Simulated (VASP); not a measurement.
VASP runs on NiSi₂ (fluorite) share one base input (PBE GGA, plane waves, VASP's PBE PAW potentials (set 64)) and change the settings named in each case.

POSCAR:
```
NiSi2
1
    0.0000000000     2.7050000000     2.7050000000
    2.7050000000     0.0000000000     2.7050000000
    2.7050000000     2.7050000000     0.0000000000
Si Ni
2 1
Direct
  0.2500000000   0.2500000000   0.2500000000
  0.7500000000   0.7500000000   0.7500000000
  0.0000000000   0.0000000000   0.0000000000
```

File KPOINTS:
```
K-points
0
Gamma
9 9 9
```

### INCAR
```
# general
SYSTEM   =  NiSi2
PREC     =  Accurate
ENCUT    =  400   # plane-wave cut-off (eV)
LREAL    =  .False.
LASPH    =  .True.   # aspherical one-centre terms

# electronic loop
EDIFF    =  1E-6   # SCF stop (eV)
NELM     =  100
ALGO     =  Normal
LMAXMIX  =  4   # l cut-off of mixed one-centre charges

# smearing
ISMEAR   =  1   # Methfessel-Paxton
SIGMA    =  0.1   # width (eV)

# functional
GGA      =  PE   # PBE

# ions
ISIF     =  2

# output
LWAVE    =  .False.
LCHARG   =  .False.
```

POTCAR, in this order: Si Ni (PBE.64 set). Program: vasp_std.

| change | pressure (GPa) | electronic steps |
|---|---|---|
| base run | 3.28 | 14 |
| EDIFF = 1E-2 | 4.65 | 10 |
| EDIFF = 1E-3 | 5.75 | 10 |
| EDIFF = 1E-4 | 3.16 | 11 |
| EDIFF = 1E-5 | 3.29 | 13 |
| EDIFF = 1E-8 | 3.40 | 17 |

Left out are runs that ran out of time, are held back, or changed the cell or the kind of run, fixed moments of cells without a moment, rows past the twelfth, gaps on odd meshes, pressures of charged cells and columns that move by less than the noise.

The compound is NiSi2 in the fluorite structure. The cell was not relaxed at this level. The run is not spin-polarised, so no magnetic state was tried.
